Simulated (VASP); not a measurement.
Shape and ions are relaxed at each volume.

Energy against volume of PbO₂ (rutile). These are RPBE GGA, VASP's PBE PAW potentials (set 64) (plane waves; VASP) values and carry that method's errors.

```
V (Å³/atom)  E (eV/atom)
-----------  -----------
14.389          -4.91957
14.848          -4.93448
15.307          -4.93955
15.767          -4.93675
16.226          -4.92768
```

Task: Fit a third-order Birch-Murnaghan equation of state.

Result: 
```yaml
volume_per_atom: 15.36 Å³/atom
bulk_modulus: 89.3 GPa
pressure_derivative_of_the_bulk_modulus: 6.52
```

The compound is PbO2 in the rutile structure. It was relaxed first, which changed the volume by +10 %.
